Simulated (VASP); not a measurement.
Computed with HSE06 screened hybrid, VASP's PBE PAW potentials (set 64) (plane waves; VASP 6.6.1).

Input for VASP

INCAR:
```
# general
SYSTEM  =NaF
PREC    =Accurate
ENCUT   =400
LREAL   =.False.
LASPH   =.True.
ISYM    =3

# electronic loop
EDIFF   =1E-6
NELM    =100
ALGO    =Normal

# smearing
ISMEAR  =0
SIGMA   =0.05

# functional
GGA     =PE
LHFCALC =.True.
AEXX    =0.25
HFSCREEN=0.2
PRECFOCK=Fast

# ions
ISIF    =2

# output
LWAVE   =.False.
LCHARG  =.False.
```

**KPOINTS**
```
Automatic
0
gamma
  10 10 10
```

File POSCAR:
```
NaF
4.6618540
  0.0000000000   0.5000000000   0.5000000000
  0.5000000000   0.0000000000   0.5000000000
  0.5000000000   0.5000000000   0.0000000000
Na F
1 1
direct
  0.0000000000   0.0000000000   0.0000000000
  0.5000000000   0.5000000000   0.5000000000
```

POTCAR, in this order: Na_pv F (PBE.64 set). Program: vasp_std.

The run wrote:

File OSZICAR:
```
       N       E                     dE             d eps       ncg     rms          rms(c)
DAV:   1    -0.157562033074E+02   -0.15756E+02   -0.74543E+03  1136   0.130E+03
DAV:   2    -0.109948861308E+03   -0.94193E+02   -0.88599E+02  1105   0.338E+02
DAV:   3    -0.114584352609E+03   -0.46355E+01   -0.46252E+01  1190   0.737E+01
DAV:   4    -0.114626641623E+03   -0.42289E-01   -0.42283E-01  1127   0.770E+00
DAV:   5    -0.114787134052E+02    0.10315E+03   -0.70457E-01  1124   0.173E+01    0.578E+00
DAV:   6    -0.103010256611E+02    0.11777E+01   -0.37190E+00  1190   0.179E+01    0.185E+00
DAV:   7    -0.103883660990E+02   -0.87340E-01   -0.32950E-01  1082   0.661E+00    0.174E+00
DAV:   8    -0.103711148151E+02    0.17251E-01   -0.19523E-02  1154   0.190E+00    0.900E-01
DAV:   9    -0.103677112294E+02    0.34036E-02   -0.12739E-02  1094   0.121E+00    0.408E-01
DAV:  10    -0.103672836838E+02    0.42755E-03   -0.86556E-04  1106   0.810E-01    0.239E-01
DAV:  11    -0.103672321274E+02    0.51556E-04   -0.51875E-04  1079   0.590E-01    0.154E-01
DAV:  12    -0.103673499461E+02   -0.11782E-03   -0.21009E-04  1082   0.319E-01    0.980E-02
DAV:  13    -0.103674403527E+02   -0.90407E-04   -0.89079E-05  1091   0.175E-01    0.601E-02
DAV:  14    -0.103674927253E+02   -0.52373E-04   -0.31701E-05  1094   0.110E-01    0.365E-02
DAV:  15    -0.103675203476E+02   -0.27622E-04   -0.13349E-05  1085   0.732E-02    0.226E-02
DAV:  16    -0.103675343396E+02   -0.13992E-04   -0.61816E-06  1088   0.468E-02    0.143E-02
DAV:  17    -0.103675411789E+02   -0.68394E-05   -0.25702E-06  1097   0.298E-02    0.907E-03
DAV:  18    -0.103675444449E+02   -0.32659E-05   -0.11309E-06  1088   0.186E-02    0.578E-03
DAV:  19    -0.103675459654E+02   -0.15205E-05   -0.48383E-07  1100   0.119E-02    0.369E-03
DAV:  20    -0.103675466712E+02   -0.70585E-06   -0.21098E-07  1076   0.766E-03
   1 F= -.10367547E+02 E0= -.10367547E+02  d E =-.260531E-16
```

**OUTCAR**
```
------------------------ aborting loop because EDIFF is reached ----------------------------------------
  FORCE on cell =-STRESS in cart. coord.  units (eV):
  Direction    XX          YY          ZZ          XY          YZ          ZX
  --------------------------------------------------------------------------------------
  Total       -1.1605511     -1.1605511     -1.1605511      0.0000000      0.0000000      0.0000000
  in kB      -73.4106128    -73.4106128    -73.4106128      0.0000000      0.0000000      0.0000000
  external PRESSURE =     -73.4106128 kB  Pullay stress =       0.0000000 kB
  volume of cell :       25.33
      direct lattice vectors                 reciprocal lattice vectors
     0.000000000  2.330927000  2.330927000    -0.214506932  0.214506932  0.214506932
     2.330927000  0.000000000  2.330927000     0.214506932 -0.214506932  0.214506932
     2.330927000  2.330927000  0.000000000     0.214506932  0.214506932 -0.214506932
  FREE ENERGIE OF THE ION-ELECTRON SYSTEM (eV)
  ---------------------------------------------------
  free  energy   TOTEN  =       -10.3675466712 eV

  energy  without entropy=      -10.3675466712  energy(sigma->0) =      -10.36754667

  exchange ACFDT corr.  =         0.00000000  see jH, gK, PRB 81, 115126
```
(Selected blocks of OUTCAR.)

At this cut-off the stress carries a Pulay error, which pulls relaxed volumes low.

The structure comes from a computed database's NaF entry; how it stands against other phases isn't given here. The cell was not relaxed at this level. The run is one of a series of settings (KPOINTS 10×10×10 Γ-centred mesh against the base run), some of them coarse on purpose.
